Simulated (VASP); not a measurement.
Here is the system:

```yaml
crystal:
  lattice:
    - [2.81177, 0.00000, 0.00000]
    - [0.00000, 2.81177, 0.00000]
    - [0.00000, 0.00000, 2.81177]
  atoms:
    - { symbol: Ga, position: [0.50000, 0.50000, 0.50000] }
    - { symbol: Co, position: [0.00000, 0.00000, 0.00000] }
```

Level of theory: LDA (Ceperley-Alder, Perdew-Zunger), VASP's LDA PAW potentials (set 64) (plane waves; VASP 6.6.1). Settings: 500 eV cut-off, 13×13×13 Γ-centred mesh, first-order Methfessel-Paxton smearing of 0.10 eV, potentials Ga_d Co.

**Question.** Estimate the energy per atom (σ→0), band gap (on the k-mesh) with the smallest direct gap where there is one.

**Answer.** 
| Property | Value |
|---|---|
| band gap (on the k-mesh) | none (metal, semimetal or under 0.01 eV) |
| energy per atom (σ→0) | -6.266 eV/atom |

The absolute energy has meaning only against runs of the same code, potentials and settings.

The compound is CoGa in the CsCl type structure. It was relaxed first, which changed the volume by -7 %. The run is not spin-polarised, so no magnetic state was tried.
